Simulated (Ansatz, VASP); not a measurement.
# SrAlO: VASP beside Ansatz

File INCAR:

```
  PREC = Accurate
  ENCUT = 520
  EDIFF = 1E-6
  ISMEAR = 0
  SIGMA = 0.1
  LREAL = F
  LASPH = T
  NELM = 60
  ALGO = Normal
  ISIF = 2
  LWAVE = F
  LCHARG = T
  GGA = PE
  LELF = T
  LVHAR = T
  NBANDS = 28
```

KPOINTS

```
regular mesh
0
Gamma
  6 6 4
```

Contents of POSCAR:

```
SrAlO
1.0
    3.7238971000      0.0000000000      0.0000000000
    0.0000000000      3.7238971000      0.0000000000
    0.0000000000      0.0000000000      6.7330480600
Sr Al O
2 2 2
Direct
    0.5000000000      0.0000000000      0.6284949800
    0.0000000000      0.5000000000      0.3715050200
    0.5000000000      0.0000000000      0.1853950000
    0.0000000000      0.5000000000      0.8146050000
    0.5000000000      0.5000000000      0.0000000000
    0.0000000000      0.0000000000      0.0000000000
```

Input for Ansatz:

```yaml
crystal:
  lattice:
    - [3.7238971, 0.0, 0.0]
    - [0.0, 3.7238971, 0.0]
    - [0.0, 0.0, 6.73304806]
  atoms:
    - { symbol: Sr, position: [0.5, 0.0, 0.62849498] }
    - { symbol: Sr, position: [0.0, 0.5, 0.37150502] }
    - { symbol: Al, position: [0.5, 0.0, 0.185395] }
    - { symbol: Al, position: [0.0, 0.5, 0.814605] }
    - { symbol: O, position: [0.5, 0.5, 0.0] }
    - { symbol: O, position: [0.0, 0.0, 0.0] }
basis:
  ecutwfc: 420
kpoints:
  mp_grid: { grid: [6, 6, 4] }
hamiltonian:
  xc: pbe
scf:
  occupations: { method: gaussian, width: 0.1 }
  lower_state_search: "off"
output:
  forces: true
  stress: true
  eigenvalues: true
```

Change from the starting cell: species swapped into the ZrSeO type (P4/nmm, No. 129).

Alike in both runs: task single point; functional PBE; k mesh 6 × 6 × 4; occupations gaussian, width 0.1 eV; no spin polarisation.

```csv
,VASP,Ansatz
version,VASP 6.6.1,Ansatz 0.2.0
potentials or method,"VASP PAW PBE potentials, release 64 (Sr_sv, Al, O)","scalar-relativistic, plane waves, PAW"
plane-wave cutoff (eV),520,420
valence electrons in the cell,38,38
```

|  | VASP | Ansatz | Ansatz less VASP |
| --- | --- | --- | --- |
| gap on the k mesh at the Fermi level (eV) | none | none | - |
| pressure (GPa) | 11.4 | 11.1 | -0.28 |
| largest component of the traceless stress (GPa) | 12.96 | 12.96 | +0.004 |
| rms of the force components (eV/Å) | 2.114 | 2.106 | -0.0076 |

Atom by atom the forces differ by 0.008 eV/Å (rms over components). A gap of «none» marks a metal or a gap that the smearing closes.

Caveats: forces of over 1 eV/Å show positions far from the minimum, so gaps and moduli don't describe the material at rest.
